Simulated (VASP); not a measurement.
BeTl: equation of state with PBE

The system is BeTl.

```
CELL_PARAMETERS angstrom
3.38160 0.00000 0.00000
0.00000 3.38160 0.00000
0.00000 0.00000 3.38160
ATOMIC_POSITIONS crystal
Be 0.50000 0.50000 0.50000
Tl 0.00000 0.00000 0.00000
```

The cell was built by a generator and needn't be a form met in nature.

```yaml
Program: VASP 6.6.1
Task: equation of state
Functional: PBE
Potentials_or_basis: VASP PAW PBE potentials, release 64 (Be, Tl_d)
Cutoff: 520 eV
k_mesh: 8 × 8 × 8
Occupations: fermi-dirac, width 0.05 eV
Spin: no spin polarisation
Further_INCAR_settings: ALGO = Normal; EDIFF = 1e-07; NBANDS = 14
```

The equilibrium volume is 19.15 Å³/atom. The bulk modulus is 52 GPa and the pressure derivative of the bulk modulus is 5.3.

Energy against volume, from the lowest point:
```
volume (Å³/atom)  energy (meV/atom)
          18.175               8.54
          18.561               2.77
          18.948               0.05
          19.335               0.00
          19.721               2.33
          20.108               6.75
          20.495              12.98
```

All runs of the series together: 70 s on 1 thread of Intel(R) Xeon(R) Platinum 8488C (Sapphire Rapids), on a shared host.

The run has no spin-orbit coupling, so splittings on Tl are missing.
